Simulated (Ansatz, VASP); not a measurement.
# Na2Si4O9 (sodium tetrasilicate glass) in two plane-wave programs, part 4 of 4

Wanted: the spread between two codes on one cell, functional and k mesh. The structure shown is the start of the Ansatz relaxation below; VASP solves that cell, so the two are compared at the walk's first step.

VASP 6.6.1 and Ansatz 0.2.0.

So far. Step 6 (VASP: single point, PBE, start cell, pair 2): The run ends at a pressure of 4.00 GPa, with forces up to 7.0 eV/Å.

## 9. VASP: single point, PBE, start cell, pair 3

Level of this step: PBE; plane waves and PAW (Na_pv, Si, O) (VASP).

The same cell, functional and mesh now go to VASP, with its own data sets.

Input file INCAR:

```
SYSTEM = Na2Si4O9
PREC = Accurate
ENCUT = 520
EDIFF = 1E-06
NELM = 120
ISMEAR = 0
SIGMA = 0.01
LREAL = Auto
ALGO = Normal
GGA = PE
NBANDS = 264
LORBIT = 11
LWAVE = .FALSE.
LCHARG = .FALSE.
ISIF = 2
LASPH = .TRUE.
GGA_COMPAT = .FALSE.
EFERMI = MIDGAP
NCORE = 2
```

Input file POSCAR:

```
Na2Si4O9
1.0
   10.1788000000      0.0000000000      0.0000000000
    0.0000000000     10.1788000000      0.0000000000
    0.0000000000      0.0000000000     10.1788000000
Na Si O
10 20 45
Direct
    0.5389338625      0.1163201949      0.1520709710
    0.5636813770      0.8082681652      0.9790152081
    0.8615848627      0.8048787676      0.8785416749
    0.9646323732      0.7246826738      0.1502436437
    0.4360238928      0.1266750501      0.7545093724
    0.0667662200      0.9778362872      0.7801803749
    0.4589440799      0.0096475027      0.4192144457
    0.0113274649      0.8860671199      0.4007545094
    0.4697999764      0.3881498801      0.5284316422
    0.6719357881      0.7852792078      0.2774885055
    0.3961468935      0.4231540064      0.8186819664
    0.1679274571      0.1293865682      0.0801469721
    0.2365995992      0.6032439973      0.3077376508
    0.3251660314      0.8507977365      0.1336405077
    0.6846091877      0.3801626911      0.8181318034
    0.8737179235      0.0635536605      0.1575824262
    0.1978032774      0.1699905686      0.5121035878
    0.6371183244      0.7742562974      0.6308209219
    0.8056647149      0.0088910284      0.6021927929
    0.8040044013      0.2331316069      0.3825401816
    0.0349157072      0.4248437930      0.4338920108
    0.8516524541      0.5531398593      0.6391126655
    0.7753369749      0.5390419303      0.0598990058
    0.6046881754      0.4222108697      0.2807207136
    0.2106535151      0.7390851574      0.8840924274
    0.3562600699      0.3783746611      0.1340826031
    0.3469564192      0.6588497662      0.6205053641
    0.1461272449      0.2537037765      0.7927948285
    0.7281997878      0.0994321531      0.8887000432
    0.0228907140      0.5168094471      0.8787086886
    0.9329685228      0.3233387040      0.3848587260
    0.7666227846      0.0671591936      0.7410402012
    0.9366526506      0.5935375486      0.7724977404
    0.2868118049      0.3193696703      0.7902404999
    0.0875741738      0.8142904861      0.9239104806
    0.2592054073      0.2614748300      0.1231186387
    0.5347192203      0.3575568829      0.7806028216
    0.4911384446      0.3427417770      0.2001905922
    0.8768125909      0.9356210948      0.2424647306
    0.2865661964      0.6336699807      0.4692891107
    0.5539847526      0.5436593705      0.3486953275
    0.0448775887      0.3673419264      0.8251955044
    0.1620623256      0.3364934963      0.4709199513
    0.1470212599      0.0646245137      0.4229968169
    0.5723955673      0.0668251660      0.9244311707
    0.8051243762      0.1237965183      0.4959818446
    0.7541360475      0.6860042441      0.0804711754
    0.3282017527      0.7831375015      0.9879946556
    0.4565567650      0.8864993909      0.2031182458
    0.6689688372      0.9157857508      0.5648210005
    0.9355425001      0.5238043777      0.0138130231
    0.1620623256      0.5862577121      0.9069733171
    0.0244920816      0.1275002947      0.1348096043
    0.0903642866      0.5391401737      0.3346465202
    0.2572405392      0.7430738397      0.7242995245
    0.1609325264      0.1466282862      0.9209631784
    0.6560400047      0.7795516171      0.7813887688
    0.6970664518      0.4929166503      0.9330274689
    0.3698176602      0.5231756199      0.7085019845
    0.3511514127      0.1729575196      0.5310645656
    0.3894565175      0.4450622863      0.9811274413
    0.2376901010      0.9851259480      0.1074979369
    0.6709238810      0.3273273863      0.3925315361
    0.4844480685      0.7352438401      0.6055134200
    0.8133178764      0.0456340630      0.0062974024
    0.7517978544      0.2572994852      0.8785809722
    0.7877647660      0.1709828271      0.2356466381
    0.9226627893      0.9169744960      0.6132844736
    0.7255373914      0.4543954101      0.1784787991
    0.7569163359      0.4412504421      0.6971352222
    0.2429362990      0.7445180178      0.2339077298
    0.9606338665      0.4941839903      0.5527468857
    0.2949856565      0.4922191221      0.2234251582
    0.7448323967      0.6617282980      0.5865819154
    0.1252996424      0.1671906315      0.6581718867
```

Input file KPOINTS:

```
Automatic mesh
0
Gamma
1 1 1
0 0 0
```

PAW data sets: Na_pv, Si and O (PBE family, release 64).

Run with:

```bash
$ mpirun -np 8 vasp_gam
```

Numbers of over 12 decimals in the logs are rounded to 6 here.

What it wrote:

```text
[... set-up lines as in an earlier step ...]
 entering main loop
       N       E                     dE             d eps       ncg     rms          rms(c)
DAV:   1     0.559959696867E+04    0.55996E+04   -0.22734E+05   528   0.175E+03
DAV:   2     0.245323704699E+03   -0.53543E+04   -0.50599E+04   600   0.473E+02
DAV:   3    -0.562680569150E+03   -0.80800E+03   -0.79039E+03   584   0.204E+02
DAV:   4    -0.611411829482E+03   -0.48731E+02   -0.48241E+02   664   0.539E+01
[...]
DAV:  17    -0.528736306281E+03    0.34120E-05   -0.87168E-05   664   0.284E-02    0.134E-02
DAV:  18    -0.528736303727E+03    0.25534E-05   -0.13976E-05   608   0.117E-02    0.864E-03
DAV:  19    -0.528736302987E+03    0.74090E-06   -0.55565E-06   528   0.840E-03
   1 F= -.52873630E+03 E0= -.52873630E+03  d E =0.000000E+00
```

From OUTCAR (step 9):

```text
  Total       42.4082582     45.7473302     17.6698257     -8.7199486     12.8776394     -0.8902233
  in kB       64.4274992     69.5002862     26.8443631    -13.2475255     19.5639750     -1.3524455
  external PRESSURE =      53.5907162 kB  Pullay stress =       0.0000000 kB

 POSITION                                       TOTAL-FORCE (eV/Angst)
 -----------------------------------------------------------------------------------
      5.48570      1.18400      1.54790         0.096618     -0.224806     -0.753015
      5.73760      8.22720      9.96520         0.421050     -0.007998     -0.453374
      8.76990      8.19270      8.94250        -0.393194     -0.427170     -0.242620
      9.81880      7.37640      1.52930         0.366587      0.366544     -0.297858
      4.43820      1.28940      7.68000         0.128486     -0.193767     -0.113005
      0.67960      9.95320      7.94130        -0.091298     -0.181287     -0.554381
      4.67150      0.09820      4.26710        -0.474931     -0.276050      0.377683
      0.11530      9.01910      4.07920         0.546858      0.700609      0.785033
      4.78200      3.95090      5.37880        -0.081569     -0.214593     -0.259541
      6.83950      7.99320      2.82450        -0.134175     -0.417923     -0.154150
      4.03230      4.30720      8.33320         0.162786     -0.613244      4.478978
      1.70930      1.31700      0.81580         1.740222     -0.669416     -0.121814
      2.40830      6.14030      3.13240        -0.232594      1.615928      3.687611
      3.30980      8.66010      1.36030        -2.279929      0.348212      0.580725
[...]
-----------------------------------------------------------------------------------
    total drift:                                0.028379      0.002750     -0.012968

  FREE ENERGIE OF THE ION-ELECTRON SYSTEM (eV)
  ---------------------------------------------------
  free  energy   TOTEN  =      -528.7363029865 eV

  energy  without entropy=     -528.7363029865  energy(sigma->0) =     -528.73630299

[... 2 parts as in an earlier step ...]

[... 1 further part left out ...]
[key lines of the parts left out:]
E-fermi :   3.4632
```

The run ends at a pressure of 5.36 GPa, with forces up to 4.7 eV/Å.

## 10. Comparison

What differs besides the data sets and the points named for the pairs above, as far as they apply: the data sets hold 440 valence electrons in Ansatz (on its default PAW (the set named soft_2) files) and 420 in VASP. Total energies have different zeros and are not compared.

Forces on 10 of the 75 atoms, those with the largest forces and the largest differences (eV/Å; atoms numbered as in POSCAR):

| atom | Ansatz x, y, z | VASP x, y, z |
| --- | --- | --- |
| Si11 | 0.168, -0.605, 4.487 | 0.163, -0.613, 4.479 |
| Si22 | -2.553, 1.922, 2.764 | -2.547, 1.941, 2.745 |
| Si26 | 0.105, 3.316, -2.933 | 0.078, 3.346, -2.942 |
| Si29 | -4.695, 0.903, -0.085 | -4.647, 0.896, -0.100 |
| O41 | -1.607, 2.684, 1.630 | -1.662, 2.803, 1.689 |
| O44 | -1.639, -2.952, -2.491 | -1.679, -3.027, -2.554 |
| O47 | -0.218, 3.958, 1.097 | -0.241, 4.055, 1.109 |
| O57 | 0.234, 0.543, 2.470 | 0.250, 0.545, 2.592 |
| O59 | -0.030, 2.970, -2.959 | -0.030, 3.022, -2.984 |
| O68 | 2.725, -1.538, -0.019 | 2.822, -1.618, -0.012 |

The forces differ by 34 meV/Å r.m.s., which is 2.4 % of the r.m.s. force of 1.413 eV/Å (both taken over all components).

## 11. Summary of results

| Item | Value |
| --- | --- |
| r.m.s. force difference (single point, PBE, start cell, pair 1) | 2.7 % of the r.m.s. force |
| r.m.s. force difference (single point, PBE, start cell, pair 2) | 2.3 % of the r.m.s. force |
| r.m.s. force difference (single point, PBE, start cell, pair 3) | 2.4 % of the r.m.s. force |

In words: The r.m.s. force difference is 2.7 % of the r.m.s. force (single point, PBE, start cell, pair 1), within the 3 % picked in this series as the mark of a large difference. The data sets hold unlike numbers of valence electrons (440 in Ansatz and 420 in VASP), so part of the differences comes from the potentials. 3 further runs of this series are not shown here. How closely two codes agree says nothing of how well the functional describes the real material.

[Lines on the potential files, build, host, timing and source positions are cut from VASP's logs without a mark.]

[Logs are printed without paths, hosts, clocks, repeated set-up lines and the standing remarks that a program may print on its own settings, such as how far it seeks lower states.]

[Hosts, paths, dates, database ids (printed as entryN), source tags and the programs' standing remarks are cut or masked in the printed files.]
